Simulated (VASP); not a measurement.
The input files of a VASP run:

### KPOINTS
```
Automatic mesh
0
Gamma
15 15 15
0 0 0
```

File POSCAR:
```
Ag
2.918930
  0.0000000000   0.7071067302   0.7071067302
  0.7071067302   0.0000000000   0.7071067302
  0.7071067302   0.7071067302   0.0000000000
Ag
1
Cartesian
  0.0000000000   0.0000000000   0.0000000000
```

### INCAR
```
# general
SYSTEM   = Ag
PREC     = Accurate
ENCUT    = 520
LREAL    = .FALSE.
LASPH    = .TRUE.

# electronic loop
EDIFF    = 1E-7
NELM     = 100
ALGO     = Normal
LMAXMIX  = 4

# smearing
ISMEAR   = 1
SIGMA    = 0.1

# functional
GGA      = BO
LUSE_VDW = .TRUE.
AGGAC    = 0.0
PARAM1   = 0.1833333333
PARAM2   = 0.22

# ions
ISIF     = 2

# output
LWAVE    = .FALSE.
LCHARG   = .FALSE.
```

POTCAR, in this order: Ag (PBE.64 set). Program: vasp_std.

### Question
Write an equivalent input for Quantum ESPRESSO's pw.x.

### Answer
One equivalent input (not run):
```
&CONTROL
  calculation = 'scf'
  pseudo_dir = './pseudo'
  outdir = './out'
  tprnfor = .true.
  tstress = .true.
/
&SYSTEM
  ibrav = 0
  nat = 1
  ntyp = 1
  ecutwfc = 82
  occupations = 'smearing'
  smearing = 'methfessel-paxton'
  degauss = 0.00735
  input_dft = 'vdw-df-obk8'
/
&ELECTRONS
  conv_thr = 7.3e-09
  electron_maxstep = 100
/
ATOMIC_SPECIES
  Ag 107.868 Ag.upf
CELL_PARAMETERS angstrom
     0.0000000    2.0639950    2.0639950
     2.0639950    0.0000000    2.0639950
     2.0639950    2.0639950    0.0000000
ATOMIC_POSITIONS crystal
  Ag   0.0000000  0.0000000  0.0000000
K_POINTS automatic
  15 15 15 0 0 0
```
What does not carry over: the potentials are each code's own (VASP's PAW set, PseudoDojo norm-conserving files in pw.x), so ENCUT and ecutwfc are chosen apart and not converted; conv_thr bounds pw.x's estimated SCF error, while EDIFF bounds the energy change between steps.

The compound is Ag in the fcc structure. It was relaxed first.
